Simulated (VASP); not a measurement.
Here is the system:

```
CELL_PARAMETERS angstrom
      3.97911     0.00000     0.00000
      0.00000     3.97911     0.00000
      0.00000     0.00000     3.97911
ATOMIC_POSITIONS crystal
  Tl 0.00000 0.00000 0.00000
  Br 0.50000 0.50000 0.50000
```

All values below come from PBE GGA with D3 dispersion (Becke-Johnson damping), VASP's PBE PAW potentials (set 64) (plane waves; VASP). Settings: 520 eV cut-off, Gaussian smearing of 0.050 eV, potentials Tl_d Br.

Unless said otherwise, spin-orbit coupling is left out, though it shifts the bands of the heavy elements here.

Q: Give the energies of bands 7 to 13 at the high-symmetry points, in eV from the valence-band maximum.

A: 
```
band      Γ      X      M      R
----  -----  -----  -----  -----
7     -4.65  -5.54  -3.75  -2.75
8     -1.30  -0.81  -2.93  -1.92
9     -1.30  -0.81  -2.93  -1.92
10    -1.30   0.00  -0.72  -1.92
11     7.01   1.86   4.87   2.14
12     7.01   5.77   4.87   2.14
13     7.23   5.77   7.39   2.14
```

The gap is direct, 1.86 eV, from the valence maximum at X to the conduction minimum at X.

The compound is TlBr in the CsCl type structure. It was relaxed first.
